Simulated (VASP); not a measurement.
All values below come from revPBE GGA, VASP's PBE PAW potentials (set 64) (plane waves; VASP).

The input files of a VASP run:

**INCAR**
```
ALGO=Normal
EDIFF=1E-7
ENCUT=520
GGA=RE
ISIF=2
ISMEAR=-5
LASPH=.TRUE.
LCHARG=.TRUE.
LEFG=.TRUE.
LMAXMIX=4
LORBIT=11
LREAL=.FALSE.
LWAVE=.FALSE.
NEDOS=601
NELM=100
PREC=Accurate
SYSTEM=Se
```

File POSCAR:
```
Se
1
    3.1477041831    -5.4519835357    -0.0000000000
    3.1477041831     5.4519835357     0.0000000000
    0.0000000000     0.0000000000     4.9887174729
Se
3
Direct
  1.0000000000   0.1554816998   0.6666670000
  0.8445183001   0.8445183001   0.0000000000
  0.1554816998   1.0000000000   0.3333330000
```

KPOINTS:
```
Regular mesh
0
gamma
5 5 5
0 0 0
```

POTCAR, in this order: Se (PBE.64 set). Program: vasp_std.

The run wrote:

**OSZICAR**
```
       N       E                     dE             d eps       ncg     rms          rms(c)
DAV:   1     0.101297300264E+03    0.10130E+03   -0.62196E+03   494   0.103E+03
DAV:   2    -0.119883801534E+00   -0.10142E+03   -0.99093E+02   746   0.165E+02
DAV:   3    -0.985395274609E+01   -0.97341E+01   -0.96902E+01   604   0.599E+01
DAV:   4    -0.998782397168E+01   -0.13387E+00   -0.13374E+00   594   0.849E+00
DAV:   5    -0.998957021849E+01   -0.17462E-02   -0.17460E-02   614   0.944E-01    0.641E+00
DAV:   6    -0.989764079742E+01    0.91929E-01   -0.52728E-02   604   0.157E+00    0.391E+00
DAV:   7    -0.985852841504E+01    0.39112E-01   -0.11200E-01   559   0.226E+00    0.230E-01
DAV:   8    -0.985937917770E+01   -0.85076E-03   -0.92742E-03   549   0.676E-01    0.107E-01
DAV:   9    -0.985970427945E+01   -0.32510E-03   -0.53486E-04   564   0.201E-01    0.296E-02
DAV:  10    -0.985977817213E+01   -0.73893E-04   -0.14405E-04   554   0.113E-01    0.130E-02
DAV:  11    -0.985978552896E+01   -0.73568E-05   -0.16393E-05   544   0.403E-02    0.456E-03
DAV:  12    -0.985978649989E+01   -0.97093E-06   -0.22681E-06   569   0.152E-02    0.101E-03
DAV:  13    -0.985978667850E+01   -0.17862E-06   -0.24784E-07   573   0.491E-03    0.344E-04
DAV:  14    -0.985978672927E+01   -0.50769E-07   -0.21446E-08   442   0.145E-03
   1 F= -.98597867E+01 E0= -.98597867E+01  d E =0.000000E+00
```

OUTCAR:
```
------------------------ aborting loop because EDIFF is reached ----------------------------------------
  FORCE on cell =-STRESS in cart. coord.  units (eV):
  Direction    XX          YY          ZZ          XY          YZ          ZX
  --------------------------------------------------------------------------------------
  Total       -0.0027978     -0.0027978      0.0363459      0.0000000      0.0000000      0.0000000
  in kB       -0.0261795     -0.0261795      0.3400936      0.0000000      0.0000000      0.0000000
  external PRESSURE =       0.0959115 kB  Pullay stress =       0.0000000 kB
  volume of cell :      171.23
      direct lattice vectors                 reciprocal lattice vectors
     3.147704183 -5.451983536  0.000000000     0.158845931 -0.091709741  0.000000000
     3.147704183  5.451983536  0.000000000     0.158845931  0.091709741  0.000000000
     0.000000000  0.000000000  4.988717473     0.000000000  0.000000000  0.200452322
 POSITION                                       TOTAL-FORCE (eV/Angst)
 -----------------------------------------------------------------------------------
      0.48941      0.84768      3.32581        -0.013491     -0.023367      0.000000
      5.31659      0.00000      0.00000         0.026982      0.000000     -0.000000
      0.48941     -0.84768      1.66290        -0.013491      0.023367     -0.000000
 -----------------------------------------------------------------------------------
    total drift:                               -0.000044     -0.000494      0.000001
  FREE ENERGIE OF THE ION-ELECTRON SYSTEM (eV)
  ---------------------------------------------------
  free  energy   TOTEN  =        -9.8597867293 eV

  energy  without entropy=       -9.8597867293  energy(sigma->0) =       -9.85978673

 total charge

# of ion       s       p       d       tot
------------------------------------------
    1        1.494   2.204   0.051   3.749
    2        1.494   2.204   0.051   3.749
    3        1.494   2.204   0.051   3.749
--------------------------------------------------
tot          4.483   6.612   0.153  11.248

 Electric field gradients after diagonalization (V/A^2)
 (convention: |V_zz| > |V_xx| > |V_yy|)
----------------------------------------------------------------------
 ion       V_xx      V_yy      V_zz     asymmetry (V_yy - V_xx)/ V_zz
----------------------------------------------------------------------
   1     391.845   189.643  -581.488       0.348
   2     391.844   189.644  -581.488       0.348
   3     391.845   189.643  -581.488       0.348
```
(Selected blocks of OUTCAR.)

Without a dispersion term in the relaxation, distances and binding between the weakly bound layers, chains or molecules are unreliable, and so is what depends on them.

The compound is Se in the trig structure. It was relaxed first, which changed the volume by +109 %.
